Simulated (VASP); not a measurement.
# Ba4Si (Im-3m) in VASP: reference runs

How does Ba4Si come out in PBE? The cell is run as given and disturbed.

Program: VASP 6.6.1. These are calculated values, not measurements. Logs are shortened: lines on timing, memory, paths and dates and some standing lists are left out, and cuts for length are marked.

## Step 1: The crystal as given

The structure is cubic, space group Im-3m (No. 229). The conventional cell has a = 7.927 Å, b = 7.927 Å, c = 7.927 Å, α = 90.00°, β = 90.00°, γ = 90.00°. Ba (site symmetry -3m) is surrounded by 2 Si at 3.43 Å. Si (site symmetry m-3m) is surrounded by 8 Ba at 3.43 Å.

The cell was built by a generator and needn't be a form met in nature.

## Step 2: Single point, PBE

File INCAR:

```
SYSTEM = Ba4Si
PREC = Accurate ; ENCUT = 520
EDIFF = 1E-7 ; ISMEAR = -1
SIGMA = 0.05 ; LREAL = .FALSE.
LASPH = .TRUE. ; NELM = 60
ALGO = Normal ; ISIF = 2
LWAVE = .FALSE. ; LCHARG = .TRUE.
GGA = PE ; LELF = .TRUE.
LVHAR = .TRUE. ; NBANDS = 30
```

File KPOINTS:

```
Automatic mesh
0
G
  5 5 5
  0 0 0
```

File POSCAR:

```
Ba4Si
1.0
   -3.9635100000      3.9635100000      3.9635100000
    3.9635100000     -3.9635100000      3.9635100000
    3.9635100000      3.9635100000     -3.9635100000
Ba Si
4 1
Direct
    0.5000000000      0.5000000000      0.5000000000
    0.5000000000      0.0000000000      0.0000000000
    0.0000000000      0.0000000000      0.5000000000
    0.0000000000      0.5000000000      0.0000000000
    0.0000000000      0.0000000000      0.0000000000
```

Potentials or basis: VASP PAW PBE potentials, release 64 (Ba_sv, Si).

Command:

```sh
> cat potpaw_PBE.64/Ba_sv/POTCAR potpaw_PBE.64/Si/POTCAR > POTCAR
> mpirun -np 1 vasp_std > vasp.out
```

OUTCAR:

```text
SYSTEM = Ba4Si
   PREC = Accurate
   ENCUT = 520
   EDIFF = 1E-7
   ISMEAR = -1
   LREAL = .FALSE.
   LASPH = .TRUE.
   NELM = 60
   ISIF = 2
   GGA = PE

 ion  position               nearest neighbor table
   1  0.500  0.500  0.500-   5 3.43   5 3.43   4 3.96   2 3.96   2 3.96   4 3.96   3 3.96   3 3.96

   2  0.500  0.000  0.000-   5 3.43   5 3.43   4 3.96   1 3.96   1 3.96   3 3.96   3 3.96   4 3.96

   3  0.000  0.000  0.500-   5 3.43   5 3.43   4 3.96   1 3.96   2 3.96   4 3.96   2 3.96   1 3.96

   4  0.000  0.500  0.000-   5 3.43   5 3.43   3 3.96   1 3.96   2 3.96   3 3.96   1 3.96   2 3.96

   5  0.000  0.000  0.000-   1 3.43   2 3.43   3 3.43   4 3.43   3 3.43   4 3.43   2 3.43   1 3.43

  LATTYP: Found a body centered cubic cell.
 ALAT       =     7.9270200000

  Lattice vectors:

 A1 = (  -3.9635100000,   3.9635100000,   3.9635100000)
 A2 = (   3.9635100000,  -3.9635100000,   3.9635100000)
 A3 = (   3.9635100000,   3.9635100000,  -3.9635100000)

Analysis of symmetry for initial positions (statically):
=====================================================================
 Subroutine PRICEL returns:
 Original cell was already a primitive cell.

 Routine SETGRP: Setting up the symmetry group for a
 body centered cubic supercell.

 Subroutine GETGRP returns: Found 48 space group operations
 (whereof 48 operations were pure point group operations)
 out of a pool of 48 trial point group operations.

The static configuration has the point symmetry O_h .

Analysis of symmetry for dynamics (positions and initial velocities):
=====================================================================
 Subroutine PRICEL returns:
 Original cell was already a primitive cell.

 Routine SETGRP: Setting up the symmetry group for a
 body centered cubic supercell.

 Subroutine GETGRP returns: Found 48 space group operations
 (whereof 48 operations were pure point group operations)
 out of a pool of 48 trial point group operations.

The dynamic configuration has the point symmetry O_h .

 Subroutine INISYM returns: Found 48 space group operations
 (whereof 48 operations are pure point group operations),
 and found     1 'primitive' translations

----------------------------------------------------------------------------------------

                                     Primitive cell

  volume of cell :     249.0576

  direct lattice vectors                    reciprocal lattice vectors
    -3.963510000  3.963510000  3.963510000     0.000000000  0.126150811  0.126150811
     3.963510000 -3.963510000  3.963510000     0.126150811  0.000000000  0.126150811
     3.963510000  3.963510000 -3.963510000     0.126150811  0.126150811  0.000000000

  length of vectors
     6.865000696  6.865000696  6.865000696     0.178404187  0.178404187  0.178404187

  position of ions in fractional coordinates (direct lattice)
     0.500000000  0.500000000  0.500000000
     0.500000000  0.000000000  0.000000000
     0.000000000  0.000000000  0.500000000
     0.000000000  0.500000000  0.000000000
     0.000000000  0.000000000  0.000000000

  ion indices of the primitive-cell ions
   primitive index   ion index
                 1           1
                 2           2
                 3           3
                 4           4
                 5           5

----------------------------------------------------------------------------------------

 KPOINTS: Automatic mesh

Automatic generation of k-mesh.
 Grid dimensions read from file:
 generate k-points for:    5    5    5

 Generating k-lattice:

  Cartesian coordinates                     Fractional coordinates (reciprocal lattice)
     0.000000000  0.025230162  0.025230162     0.200000000  0.000000000  0.000000000
     0.025230162  0.000000000  0.025230162     0.000000000  0.200000000  0.000000000
     0.025230162  0.025230162  0.000000000     0.000000000  0.000000000  0.200000000

  Length of vectors
     0.035680837  0.035680837  0.035680837

  Shift w.r.t. Gamma in fractional coordinates (k-lattice)
     0.000000000  0.000000000  0.000000000

 Subroutine IBZKPT returns following result:
 ===========================================

 Found     10 irreducible k-points:

 Following reciprocal coordinates:
            Coordinates               Weight
  0.000000  0.000000  0.000000      1.000000
  0.200000  0.000000  0.000000     12.000000
  0.400000  0.000000  0.000000     12.000000
  0.200000  0.200000  0.000000     24.000000
  0.400000  0.200000 -0.000000     24.000000
  0.200000  0.200000  0.200000      8.000000
 -0.200000  0.200000  0.200000      6.000000
 -0.400000  0.400000  0.200000     24.000000
 -0.400000 -0.400000  0.200000      8.000000
 -0.400000  0.400000  0.400000      6.000000
   k-points           NKPTS =     10   k-points in BZ     NKDIM =     10   number of bands    NBANDS=     30
   number of dos      NEDOS =    301   number of ions     NIONS =      5
   total plane-waves  NPLWV = 157464
   dimension x,y,z NGX =    54 NGY =   54 NGZ =   54
   dimension x,y,z NGXF=   108 NGYF=  108 NGZF=  108
   ions per type =               4   1
   NGX,Y,Z   is equivalent  to a cutoff of  13.08, 13.08, 13.08 a.u.
   NGXF,Y,Z  is equivalent  to a cutoff of  26.15, 26.15, 26.15 a.u.
 SYSTEM =  Ba4Si
   PREC   = accura    normal or accurate (medium, high low for compatibility)
   ISTART =      0    job   : 0-new  1-cont  2-samecut
   ICHARG =      2    charge: 1-file 2-atom 10-const
   ISPIN  =      1    spin polarized calculation?
   LNONCOLLINEAR =      F non collinear calculations
   LSORBIT =      F    spin-orbit coupling
   LASPH  =      T    aspherical Exc in radial PAW
   ENCUT  =  520.0 eV  38.22 Ry    6.18 a.u.  12.76 12.76 12.76*2*pi/ulx,y,z
   NELM   =     60;   NELMIN=  2; NELMDL= -5     # of ELM steps
   EDIFF  = 0.1E-06   stopping-criterion for ELM
   LREAL  =      F    real-space projection
   EDIFFG = 0.1E-05   stopping-criterion for IOM
   NSW    =      0    number of steps for IOM
   IBRION =     -1    ionic relax: 0-MD 1-quasi-New 2-CG
   NFREE  =      0    steps in history (QN), initial steepest desc. (CG)
   ISIF   =      2    stress and relaxation
   ISYM   =      2    0-nonsym 1-usesym 2-fastsym
   POTIM  = 0.5000    time-step for ionic-motion
   TEBEG  =    0.0;   TEEND  =   0.0 temperature during run
   PSTRESS=    0.0 pullay stress
   NELECT =      44.0000    total number of electrons
   NUPDOWN=      -1.0000    fix difference up-down
   EMIN   =  10.00;   EMAX   =-10.00  energy-range for DOS
   EFERMI =   0.00;   METHOD = LEGACY
   ISMEAR =    -1;   SIGMA  =   0.05  broadening in eV -4-tet -1-fermi 0-gaus
   EFERMI_NEDOS =   21; number of points for ismear=-14 and -15
   IALGO  =     38    algorithm
   IMIX   =      4    mixing-type and parameters
     AMIX     =   0.40;   BMIX     =  1.00
     AMIX_MAG =   1.60;   BMIX_MAG =  1.00
  volume/ion in A,a.u.               =      49.81       336.14
  Fermi-wavevector in a.u.,A,eV,Ry     =   0.918599  1.735900 11.480914  0.843823
  Thomas-Fermi vector in A             =   2.043698
   LORBIT       =      0    0 simple, 1 ext, 2 COOP (PROOUT), +10 PAW based schemes
   GGA     = PE    functional components
[... 5 lines left out ...]
 non-spin polarized calculation
  energy-cutoff  :      520.00
  volume of cell :      249.06
 maximum number of plane-waves:      6730
 NGX is ok and might be reduce to    54
   NGX = 25   NGY = 25   NGZ = 25

 number of electron      43.9999999 magnetization

 Free energy of the ion-electron system (eV)
  ---------------------------------------------------
  ext. energy  EPLUGINS =         0.00000000
  ---------------------------------------------------
  free energy    TOTEN  =       -13.10457636 eV

  energy without entropy =      -13.06670880  energy(sigma->0) =      -13.08564258

 E-fermi :   2.1226     XC(G=0):  -7.8179

 val. band max:        2.0627754096   @ k =  -0.4000   0.4000   0.4000
 cond. band min:       2.1521961456   @ k =  -0.2000   0.2000   0.2000
 fundamental gap:      0.0894207360
 Fermi energy:         2.1226431487

 k-point     1 :       0.0000    0.0000    0.0000
  band No.  band energies     occupation
      1     -26.6770      2.00000
      2     -26.5624      2.00000
      3     -26.5624      2.00000
      4     -26.5624      2.00000
      5     -12.1931      2.00000
      6     -12.1931      2.00000
[... 22 lines left out ...]
     29       5.0420      0.00000
     30       5.0420      0.00000

 k-point     2 :       0.2000    0.0000    0.0000
  band No.  band energies     occupation
      1     -26.6660      2.00000
      2     -26.5732      2.00000
      3     -26.5626      2.00000
      4     -26.5626      2.00000
      5     -12.1779      2.00000
      6     -12.1759      2.00000
[... 22 lines left out ...]
     29       4.4017      0.00000
     30       4.5900      0.00000

 k-point     3 :       0.4000    0.0000    0.0000
  band No.  band energies     occupation
      1     -26.6372      2.00000
      2     -26.6018      2.00000
      3     -26.5631      2.00000
      4     -26.5630      2.00000
      5     -12.1696      2.00000
      6     -12.1658      2.00000
[... 22 lines left out ...]
     29       4.3043      0.00000
     30       4.3256      0.00000

 k-point     4 :       0.2000    0.2000    0.0000
  band No.  band energies     occupation
      1     -26.6461      2.00000
      2     -26.5822      2.00000
      3     -26.5822      2.00000
      4     -26.5544      2.00000
      5     -12.1614      2.00000
      6     -12.0967      2.00000
[... 154 lines left out ...]
     29       3.6654      0.00000
     30       4.2841      0.00000

 k-point     9 :      -0.4000   -0.4000    0.2000
  band No.  band energies     occupation
      1     -26.6137      2.00000
      2     -26.6136      2.00000
      3     -26.6136      2.00000
      4     -26.5236      2.00000
      5     -12.2166      2.00000
      6     -12.2166      2.00000
[... 22 lines left out ...]
     29       4.0489      0.00000
     30       4.0490      0.00000

 k-point    10 :      -0.4000    0.4000    0.4000
  band No.  band energies     occupation
      1     -26.6243      2.00000
      2     -26.6133      2.00000
      3     -26.6133      2.00000
      4     -26.5131      2.00000
      5     -12.2869      2.00000
      6     -12.2624      2.00000
[... 22 lines left out ...]
     29       3.9750      0.00000
     30       4.3184      0.00000

------------------------ aborting loop because EDIFF is reached ----------------------------------------

  FORCE on cell =-STRESS in cart. coord.  units (eV):
  Direction    XX          YY          ZZ          XY          YZ          ZX
  --------------------------------------------------------------------------------------
  -------------------------------------------------------------------------------------
  Total        0.3720241      0.3720241      0.3720241      0.0000000     -0.0000000     -0.0000000
  in kB        2.3932154      2.3932154      2.3932154      0.0000000     -0.0000000     -0.0000000
  external PRESSURE =       2.3932154 kB  Pullay stress =       0.0000000 kB

 VOLUME and BASIS-vectors are now :
 -----------------------------------------------------------------------------
  energy-cutoff  :      520.00
  volume of cell :      249.06
      direct lattice vectors                 reciprocal lattice vectors
    -3.963510000  3.963510000  3.963510000     0.000000000  0.126150811  0.126150811
     3.963510000 -3.963510000  3.963510000     0.126150811  0.000000000  0.126150811
     3.963510000  3.963510000 -3.963510000     0.126150811  0.126150811  0.000000000

 POSITION                                       TOTAL-FORCE (eV/Angst)
 -----------------------------------------------------------------------------------
      1.98175      1.98175      1.98175        -0.000000      0.000000     -0.000000
     -1.98175      1.98175      1.98175        -0.000000      0.000000     -0.000000
      1.98175      1.98175     -1.98175        -0.000000      0.000000      0.000000
      1.98175     -1.98175      1.98175         0.000000     -0.000000      0.000000
      0.00000      0.00000      0.00000         0.000000     -0.000000     -0.000000
 -----------------------------------------------------------------------------------
    total drift:                               -0.000000      0.000000     -0.000000

  FREE ENERGIE OF THE ION-ELECTRON SYSTEM (eV)
  ---------------------------------------------------
  free  energy   TOTEN  =       -13.1045763647 eV

  energy  without entropy=      -13.0667087975  energy(sigma->0) =      -13.08564258
```

Wall time 80 s (1 thread of Intel Xeon 6975P-C (Granite Rapids), shared host); peak memory 0.41 GiB.

Results:

- Free energy: -13.1046 eV
- Pressure: 0.2 GPa
- Band gap on the k mesh: none (metal or under the smearing width)

## Step 3: Single point, PBE (atoms moved at random, drawn with an rms of 0.05 Å)

File INCAR:

```
SYSTEM = Ba4Si
ALGO = Normal
EDIFF = 1E-7
ENCUT = 520
GGA = PE
ISIF = 2
ISMEAR = -1
LASPH = .TRUE.
LCHARG = .FALSE.
LREAL = .FALSE.
LWAVE = .FALSE.
NBANDS = 30
NELM = 60
PREC = Accurate
SIGMA = 0.05
```

File KPOINTS:

```
k-points
0
G
  5 5 5
  0 0 0
```

File POSCAR:

```
Ba4Si
1.0
   -3.9635100000      3.9635100000      3.9635100000
    3.9635100000     -3.9635100000      3.9635100000
    3.9635100000      3.9635100000     -3.9635100000
Ba Si
4 1
Direct
    0.5039020000      0.4965770000      0.4990360000
    0.4932650000     -0.0030190000      0.0011010000
    0.0061740000      0.0046690000      0.5047730000
   -0.0081260000      0.4956710000     -0.0049140000
    0.0024790000      0.0039680000     -0.0030610000
```

Potentials or basis: VASP PAW PBE potentials, release 64 (Ba_sv, Si).

Command:

```sh
> cat potpaw_PBE.64/Ba_sv/POTCAR potpaw_PBE.64/Si/POTCAR > POTCAR
> mpirun -np 1 vasp_std > vasp.out
```

Run time: 7.8 min. Hardware: 1 thread of Intel Xeon 6975P-C (Granite Rapids), shared host; peak memory 0.65 GiB.

The run converged. Its results:

| Item | Value |
| --- | --- |
| Free energy | -13.0952 eV |
| Pressure | 0.3 GPa |
| Largest force | 0.137 eV/Å |
| Band gap on the k mesh | none (metal or under the smearing width) |

Forces in eV/Å, atoms in the order of the input:
```
Ba   0.073 -0.081  0.052
Ba  -0.100  0.072  0.057
Ba  -0.043 -0.077  0.024
Ba   0.034  0.057 -0.004
Si   0.037  0.029 -0.129
```

Levels at points of the mesh, in eV from the Fermi level:
| k point | band 19 | band 20 | band 21 | band 22 | band 23 | band 24 | band 25 | band 26 |
| --- | --- | --- | --- | --- | --- | --- | --- | --- |
| (0.00, 0.00, 0.00) | -0.90 | -0.89 | 0.07 | 0.11 | 0.12 | 0.20 | 0.25 | 0.79 |

Spin-orbit coupling is left out, which matters for the levels of Ba.
